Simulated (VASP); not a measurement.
```
Al
1.0
    1.41104     0.81466     4.68609
   -1.41104     0.81466     4.68609
    0.00000    -1.62933     4.68609
Al
2
Direct
  0.24998   0.24998   0.24998
  0.75002   0.75002   0.75002
```

All values below come from PBEsol GGA, VASP's PBE PAW potentials (set 64) (plane waves; VASP). Run with 400 eV cut-off, Gaussian smearing of 0.050 eV, potentials Al.

Q: Give the energies of bands 1 to 6 at the high-symmetry points, in eV from the Fermi level.

A: 
| band | Γ | T | H2 | L | S0 | F |
|---|---|---|---|---|---|---|
| 1 | -11.31 | -9.64 | -4.45 | -5.08 | -3.45 | -4.68 |
| 2 | -4.80 | -9.63 | -4.45 | -5.08 | -3.09 | -4.37 |
| 3 | -4.64 | 3.13 | -1.32 | -0.83 | -1.78 | -3.00 |
| 4 | 11.69 | 3.13 | -1.32 | -0.83 | -1.78 | -1.65 |
| 5 | 11.69 | 11.25 | 3.08 | 3.53 | -0.23 | 5.21 |
| 6 | 11.86 | 11.25 | 3.08 | 3.53 | 4.51 | 5.45 |

It has no gap at this level: it comes out as a metal or semimetal.

The structure was generated: Al was put into the A7 type (R-3m), which need not be its known phase. It was relaxed first, which changed the volume by -11 %.
